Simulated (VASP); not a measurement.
# LiY with BLYP + D3: from relaxation to properties, part 3 of 4

Wanted: the relaxed cell of LiY and its properties. The cell is invented: it takes the structure of COD entry 1524193, DyCu (space group 221 there), with all of its atoms replaced by other elements, volume scaled by an estimate. It may not be a known or stable phase. Left out of this account: at least 1 further run (elastic: elastic constants of a metal on too coarse a mesh).

VASP 6.6.1, plane waves and PAW; the level of theory is named at each step.

Still holding for the runs below: The k-mesh is coarse for a metal.

So far. Step 3 (Full relaxation (BLYP + D3)): It ends with forces that vanish by symmetry and a pressure of 0.05 GPa. Step 4 (Density, ELF and potential (BLYP + D3)): In this run the pressure is 0.04 GPa, small enough to go on; single stress components reach 0.04 GPa. The relaxed cell has a = 3.691 Å (conventional setting).

## Step 5: Band structure (BLYP + D3)

Level of this step: BLYP with D3; plane waves and PAW (Y_sv, Li_sv); invented cell (VASP).

The mesh alone shows little of the dispersion and can miss band extrema, so KPOINTS_OPT adds a path through the symmetry points after the self-consistent cycle.

INCAR reads:

```
SYSTEM = LiY
PREC = Accurate
ENCUT = 650
EDIFF = 1E-06
NELM = 100
ISMEAR = 0
SIGMA = 0.05
LREAL = .FALSE.
ALGO = Normal
GGA = B5
ALDAX = 1
AGGAX = 1
AGGAC = 1
ALDAC = 0
IVDW = 11
VDW_S6 = 1
VDW_S8 = 1.682
VDW_SR = 1.094
VDW_SR8 = 1
NBANDS = 19
LORBIT = 11
LWAVE = .FALSE.
LCHARG = .FALSE.
```

POSCAR reads:

```
LiY
1.0
    3.6905386958      0.0000000000      0.0000000000
    0.0000000000      3.6905386958      0.0000000000
    0.0000000000      0.0000000000      3.6905386958
Y Li
1 1
Direct
    0.5000000000      0.5000000000      0.5000000000
    0.0000000000      0.0000000000      0.0000000000
```

KPOINTS reads:

```
Automatic mesh
0
Gamma
6 6 6
0 0 0
```

KPOINTS_OPT reads:

```
Line mode
16
Line-mode
Reciprocal
  0.00000000   0.00000000   0.00000000 GAMMA
  0.00000000   0.50000000   0.00000000 X

  0.00000000   0.50000000   0.00000000 X
  0.50000000   0.50000000   0.00000000 M

  0.50000000   0.50000000   0.00000000 M
  0.00000000   0.00000000   0.00000000 GAMMA

  0.00000000   0.00000000   0.00000000 GAMMA
  0.50000000   0.50000000   0.50000000 R

  0.50000000   0.50000000   0.50000000 R
  0.00000000   0.50000000   0.00000000 X

  0.50000000   0.50000000   0.00000000 M
  0.50000000   0.50000000   0.50000000 R
```

PAW data sets: Y_sv and Li_sv (PBE family, release 64).

Started as:

```sh
mpirun -np 1 vasp_std
```

What it wrote:

```text
[... set-up lines as in an earlier step ...]
 entering main loop
       N       E                     dE             d eps       ncg     rms          rms(c)
DAV:   1     0.562345691392E+02    0.56235E+02   -0.64404E+03   760   0.807E+02
DAV:   2    -0.332291102465E+01   -0.59557E+02   -0.56780E+02   986   0.189E+02
DAV:   3    -0.723208467818E+01   -0.39092E+01   -0.38146E+01  1166   0.303E+01
DAV:   4    -0.737504586506E+01   -0.14296E+00   -0.14270E+00   949   0.544E+00
DAV:   5    -0.737683961609E+01   -0.17938E-02   -0.17936E-02  1002   0.531E-01    0.215E+01
DAV:   6    -0.686845363874E+01    0.50839E+00   -0.22971E-01   877   0.296E+00    0.138E+01
DAV:   7    -0.680405435696E+01    0.64399E-01   -0.28345E-01  1011   0.309E+00    0.159E+00
DAV:   8    -0.678936669482E+01    0.14688E-01   -0.80885E-02   833   0.186E+00    0.778E-01
DAV:   9    -0.678945421600E+01   -0.87521E-04   -0.45888E-03   966   0.414E-01    0.610E-01
DAV:  10    -0.678779412643E+01    0.16601E-02   -0.38990E-03   805   0.379E-01    0.666E-01
DAV:  11    -0.678801376257E+01   -0.21964E-03   -0.77659E-04   919   0.164E-01    0.398E-01
DAV:  12    -0.678787346965E+01    0.14029E-03   -0.69434E-05   856   0.594E-02    0.314E-01
DAV:  13    -0.678777735603E+01    0.96114E-04   -0.10191E-04  1156   0.517E-02    0.176E-01
DAV:  14    -0.678776158495E+01    0.15771E-04   -0.16468E-05  1237   0.204E-02    0.119E-01
DAV:  15    -0.678774824698E+01    0.13338E-04   -0.45624E-05  1074   0.391E-02    0.750E-03
DAV:  16    -0.678774993246E+01   -0.16855E-05   -0.15539E-05   971   0.155E-02    0.101E-02
DAV:  17    -0.678774959706E+01    0.33540E-06   -0.36110E-07   490   0.407E-03
   1 F= -.77023024E+01 E0= -.77016312E+01  d E =-.134242E-02
 Start KPOINTS_OPT (optional k-point list driver)
k-point batch [1-20\96]
       N       E                     dE             ncg
DAV:   1    -0.439857886982E+04   -0.94994E+04      760
DAV:   2    -0.563557143203E+04   -0.12370E+04     1067
DAV:   3    -0.569458796210E+04   -0.59017E+02     1017
DAV:   4    -0.569952004314E+04   -0.49321E+01     1085
DAV:   5    -0.569957760268E+04   -0.57560E-01      920
DAV:   6    -0.569957866147E+04   -0.10588E-02     1054
DAV:   7    -0.569957868877E+04   -0.27299E-04      894
DAV:   8    -0.569957868985E+04   -0.10833E-05      780
DAV:   9    -0.569957868990E+04   -0.49884E-07      628
[...]
k-point batch [81-96\96]
       N       E                     dE             ncg
DAV:   1    -0.163571408218E+04   -0.13604E+05      608
DAV:   2    -0.255473776437E+04   -0.91902E+03      815
DAV:   3    -0.261930527847E+04   -0.64568E+02      963
DAV:   4    -0.262155239604E+04   -0.22471E+01      706
DAV:   5    -0.262158868882E+04   -0.36293E-01      738
DAV:   6    -0.262158949503E+04   -0.80621E-03      775
DAV:   7    -0.262158951642E+04   -0.21383E-04      784
DAV:   8    -0.262158951697E+04   -0.55253E-06      626
```

Elapsed: 47 s, on 1 MPI rank of Intel Xeon 6975P-C (Granite Rapids), shared host; peak memory 0.2 GiB.

From OUTCAR (step 5):

```text
   k-points           NKPTS =     20   k-points in BZ     NKDIM =     20   number of bands    NBANDS=     19

   NELECT =      14.0000    total number of electrons

 E-fermi :   2.7193

 k-point     1 :       0.0000    0.0000    0.0000
  band No.  band energies     occupation
    ...
      4     -20.1928      2.00000
      5     -20.1928      2.00000
      6      -1.4987      2.00000
      7       2.6386      1.97750
      8       2.6386      1.97750
      9       6.3993      0.00000
     10       6.3993      0.00000
     11       6.3993      0.00000
     12       8.1640      0.00000
     13       8.1640      0.00000
    ...

 Edisp (eV)   -0.91455

  Total       0.01158     0.01158     0.01158     0.00000    -0.00000     0.00000
  in kB       0.36912     0.36912     0.36912     0.00000    -0.00000     0.00000
  external pressure =        0.37 kB  Pullay stress =        0.00 kB

  FREE ENERGIE OF THE ION-ELECTRON SYSTEM (eV)
  ---------------------------------------------------
  free  energy   TOTEN  =        -7.7023024423 eV

  energy  without entropy=       -7.7009600218  energy(sigma->0) =       -7.70163123

[... 9 parts as in an earlier step ...]

[... 8 further parts left out ...]
```

Numbers from this step:

```
SCF cycles : 17
bands      : 19
pressure   : 0.03691 GPa
```

The electronic bands at the labelled points (eV, zero at the Fermi level; # counts the bands kept in this run, so #1 is VASP's band 6):

```csv
point,#1,#2,#3,#4,#5,#6
Γ,-4.22,-0.08,-0.08,3.68,3.68,3.68
0.47 of the way,-3.59,-0.03,0.16,2.51,2.51,3.77
X,-2.46,-0.66,0.51,1.72,1.72,3.87
0.47 of the way,-1.66,-0.88,0.91,1.21,1.98,3.09
M,-1.19,-0.03,0.80,0.80,2.38,2.38
0.47 of the way,-2.61,0.01,0.40,1.46,2.42,2.90
Γ,-4.22,-0.08,-0.08,3.68,3.68,3.68
0.47 of the way,-2.37,0.34,0.34,1.68,1.99,1.99
R,-0.92,-0.92,-0.92,4.71,4.71,4.71
0.53 of the way,-0.99,-0.90,0.24,1.49,2.17,2.90
X,-2.46,-0.66,0.51,1.72,1.72,3.87
jump to M,-1.19,-0.03,0.80,0.80,2.38,2.38
0.47 of the way,-1.07,-0.20,-0.20,1.21,3.59,3.59
R,-0.92,-0.92,-0.92,4.71,4.71,4.71
```

Of the projections kept (Y, Li), the largest for each band there, as a share of the weight inside these atoms' spheres; weight between the spheres isn't counted:

| point | #1 | #2 | #3 | #4 | #5 | #6 |
| --- | --- | --- | --- | --- | --- | --- |
| Γ | Y 0.86 | Y 1.00 | Y 1.00 | Y 1.00 | Y 1.00 | Y 1.00 |
| X | Y 0.93 | Y 0.85 | Y 1.00 | Y 0.96 | Y 0.96 | Y 1.00 |
| M | Y 0.92 | Y 1.00 | Y 0.86 | Y 0.86 | Y 1.00 | Y 1.00 |
| Γ | Y 0.86 | Y 1.00 | Y 1.00 | Y 1.00 | Y 1.00 | Y 1.00 |
| R | Y 0.93 | Y 0.93 | Y 0.93 | Y 1.00 | Y 1.00 | Y 1.00 |
| X | Y 0.93 | Y 0.85 | Y 1.00 | Y 0.96 | Y 0.96 | Y 1.00 |

The electronic bands as a text plot (rows in eV, shown from -4.2 to 5.4 only):

```
    5.2 |**                   *****           ********          *
    4.8 |  ** ****************                 *      ***********
    4.4 |    *                                ****             **
    4.0 |     ***                            *  *        *    *
    3.6 |*****   **             ****         *  * **   **    *
    3.2 | *        *         ****   *       *    *    *     *  *
    2.8 |  *        **     ** ***   **     *        **     *
    2.4 |   *         ******** *     **   **      *  *    *   *
    2.0 |    **    ***        *       *****        ** ***
    1.6 |      ****         **          **          *   **   *
    1.2 |          ***   ***                         ***
    0.8 |         *********                           **  * *
    0.4 |    *****         ***        ****          **  ** *
    0.0 |*****         **   **********                    * *
   -0.4 |     **      *  ***              **      **         *
   -0.8 |       ******                      **************    ***
   -1.2 |            *****                **         *    ****
   -1.6 |           *     *
   -2.0 |         **       *             *            **
   -2.4 |      ***                      *               **
   -2.8 |     *             **         *
   -3.2 |    *                        *
   -3.6 |   *                 **     *
   -4.0 |***                    *****
         Γ      X      M          Γ            R        X|M     R
```

There is no gap at this level.

Of the bands kept, 2 cross the Fermi level on this path.

## Step 6: Density of states (BLYP + D3)

A density of states needs more k-points than a total energy, and tetrahedra (ISMEAR = -5) or a smearing that fits the mesh; LORBIT projects the states on the PAW spheres. The mesh is finer than in the run before.

INCAR, as its differences from that of step 5:

```diff
@@ -5,3 +5,3 @@
 NELM = 100
-ISMEAR = 0
+ISMEAR = -5
 SIGMA = 0.05
@@ -23 +23,2 @@
 LCHARG = .FALSE.
+NEDOS = 2001
```

POSCAR is that of step 5.

KPOINTS reads:

```
Automatic mesh
0
Gamma
9 9 9
0 0 0
```

Started as:

```sh
mpirun -np 1 vasp_std
```

What it wrote:

```text
[... set-up lines as in an earlier step ...]
 entering main loop
       N       E                     dE             d eps       ncg     rms          rms(c)
DAV:   1     0.565481481257E+02    0.56548E+02   -0.63378E+03  1330   0.806E+02
DAV:   2    -0.320176993085E+01   -0.59750E+02   -0.57170E+02  1692   0.190E+02
DAV:   3    -0.720589122713E+01   -0.40041E+01   -0.38877E+01  2074   0.306E+01
DAV:   4    -0.738079328696E+01   -0.17490E+00   -0.17482E+00  1684   0.598E+00
DAV:   5    -0.738285645741E+01   -0.20632E-02   -0.20670E-02  1809   0.620E-01    0.217E+01
DAV:   6    -0.687063933205E+01    0.51222E+00   -0.23678E-01  1496   0.297E+00    0.139E+01
DAV:   7    -0.680287031954E+01    0.67769E-01   -0.30031E-01  1758   0.314E+00    0.153E+00
DAV:   8    -0.678656336028E+01    0.16307E-01   -0.89786E-02  1446   0.194E+00    0.105E+00
DAV:   9    -0.678562374263E+01    0.93962E-03   -0.47351E-03  1583   0.439E-01    0.539E-01
DAV:  10    -0.678472572452E+01    0.89802E-03   -0.41078E-03  1402   0.388E-01    0.430E-01
DAV:  11    -0.678447032439E+01    0.25540E-03   -0.96240E-04  1425   0.205E-01    0.134E-01
DAV:  12    -0.678447276776E+01   -0.24434E-05   -0.58246E-05  1849   0.442E-02    0.821E-02
DAV:  13    -0.678447471762E+01   -0.19499E-05   -0.23781E-05  2098   0.197E-02    0.326E-02
DAV:  14    -0.678447543641E+01   -0.71880E-06   -0.16500E-06  1445   0.741E-03
   1 F= -.76990283E+01 E0= -.76990283E+01  d E =0.000000E+00
 -----------------------------------------------------------------------------
|                                                                             |
|           W    W    AA    RRRRR   N    N  II  N    N   GGGG   !!!           |
|           W    W   A  A   R    R  NN   N  II  NN   N  G    G  !!!           |
|           W    W  A    A  R    R  N N  N  II  N N  N  G       !!!           |
|           W WW W  AAAAAA  RRRRR   N  N N  II  N  N N  G  GGG   !            |
|           WW  WW  A    A  R   R   N   NN  II  N   NN  G    G                |
|           W    W  A    A  R    R  N    N  II  N    N   GGGG   !!!           |
|                                                                             |
|     Tetrahedron method does not include variations of the Fermi             |
|     occupations, so forces and stress will be inaccurate. We suggest        |
|     using a different smearing scheme ISMEAR = 1 or 2 for metals in         |
|     relaxations.                                                            |
|                                                                             |
 -----------------------------------------------------------------------------
```

The job ended after 27 s (1 MPI rank; peak memory 0.22 GiB).

Parts of OUTCAR (step 6):

```text
   k-points           NKPTS =     35   k-points in BZ     NKDIM =     35   number of bands    NBANDS=     19

   NELECT =      14.0000    total number of electrons

 E-fermi :   2.7229

 k-point     1 :       0.0000    0.0000    0.0000
  band No.  band energies     occupation
    ...
      4     -20.2095      2.00000
      5     -20.2095      2.00000
      6      -1.5002      2.00000
      7       2.6324      2.23531
      8       2.6324      2.36496
      9       6.3867      0.00000
     10       6.3867      0.00000
     11       6.3867      0.00000
     12       8.1653      0.00000
     13       8.1653      0.00000
    ...

 Edisp (eV)   -0.91455

  Total       0.03771     0.03771     0.03771     0.00000     0.00000     0.00000
  in kB       1.20196     1.20196     1.20196     0.00000     0.00000     0.00000
  external pressure =        1.20 kB  Pullay stress =        0.00 kB

  FREE ENERGIE OF THE ION-ELECTRON SYSTEM (eV)
  ---------------------------------------------------
  free  energy   TOTEN  =        -7.6990282817 eV

  energy  without entropy=       -7.6990282817  energy(sigma->0) =       -7.69902828

[... 7 parts as in an earlier step ...]

[... 10 further parts left out ...]
```

The DOS at the Fermi level is high for the number of transition-metal atoms. It is one value on this mesh and may be a narrow spike; if it stands, a magnetic instability is possible, which a run without spin can't show. With tetrahedra the forces and stress of a metal are not exact derivatives of the energy.

This step gave:

- SCF cycles: 14
- irreducible k-points: 35
- free energy (TOTEN): -7.699 eV
- Fermi energy: 2.723 eV
- pressure: 0.1202 GPa
- DOS at the Fermi level, one point of the energy grid: 3.136 states/eV/cell

The density of states has structure finer than the step of the table below, so its rows give means over 1 eV, whole bins alone (the curve runs from -12.0 to 7.97 eV). Peaks (eV: height): total -0.7: 3.40, 0.0: 3.33, 0.5: 3.06, 1.4: 2.83, 2.2: 4.19, 2.6: 4.04, 4.9: 5.75; Y d -1.2: 0.732, 0.0: 1.52, 1.4: 1.62, 2.2: 2.56, 2.6: 2.69, 4.9: 4.05; Y p -1.2: 0.148, -0.6: 0.484, 0.5: 0.335, 1.2: 0.225, 2.6: 0.297, 5.4: 0.226, 7.4: 0.355.

States under -12.0 eV and over 8.0 eV are left out. Table of density of states by energy, zero at the Fermi level; means over each step; values in states/eV/cell:

```csv
energy (eV),total,Y d,Y p
-5,0,0,0
-4,0.109,3.9e-4,0.00284
-3,0.421,0.0118,0.0240
-2,0.735,0.0641,0.0614
-1,1.52,0.398,0.144
0,2.58,1.02,0.227
1,1.73,0.836,0.173
2,2.50,1.50,0.125
3,2.16,1.42,0.201
4,0.309,0.181,0.0607
5,1.73,1.11,0.142
6,0.638,0.243,0.103
7,1.74,0.432,0.278
```

The finer mesh and the other smearing move the Fermi level by +0.00 eV from the 6×6×6 run, a small shift, which tests the Fermi level alone. Of the states within 0.3 eV of the Fermi level, the largest shares in the PAW spheres are Y d 42 % and Y p 8 %. The rest lies in smaller channels or between the spheres.

(Part 3 of 4 ends here.)

[Lines on the potential files, build, host, timing and source positions are cut from VASP's logs without a mark.]

[Logs are printed without paths, hosts, clocks, repeated set-up lines and the standing remarks that a program may print on its own settings, such as how far it seeks lower states.]

[Hosts, paths, dates, database ids (printed as entryN), source tags and the programs' standing remarks are cut or masked in the printed files.]

[A measured line is paired with the nearest computed mode of its activity, which favours agreement.]

[In band tables of VASP the shares of atoms and orbitals are scaled to a sum of 1 inside the atoms' spheres.]
